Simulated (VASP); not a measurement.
Input:

```
Ni3Si
1.0
    3.48684     0.00000     0.00000
    0.00000     3.48684     0.00000
    0.00000     0.00000     3.48684
Si Ni
1 3
Direct
  0.00000   0.00000   0.00000
  0.00000   0.50000   0.50000
  0.50000   0.00000   0.50000
  0.50000   0.50000   0.00000
```

Level of theory: optB86b-vdW, VASP's PBE PAW potentials (set 64) (plane waves; VASP). Numerical set-up: 520 eV cut-off, 10×10×10 Γ-centred mesh, tetrahedra with Blöchl corrections, potentials Si Ni.

The cores are frozen, which limits the accuracy of field gradients.

Question: Give the principal components of the electric field gradient (V/Å²) and the asymmetry η at each nucleus.

Answer: 
```
atom   Vxx   Vyy    Vzz     η
----  ----  ----  -----  ----
Si1    0.0   0.0    0.0     -
Ni2   21.9  21.9  -43.8  0.00
Ni3   21.9  21.9  -43.8  0.00
Ni4   21.9  21.9  -43.8  0.00
```

The compound is Ni3Si in the L1_2 structure. It was relaxed first. The run is not spin-polarised, so no magnetic state was tried.
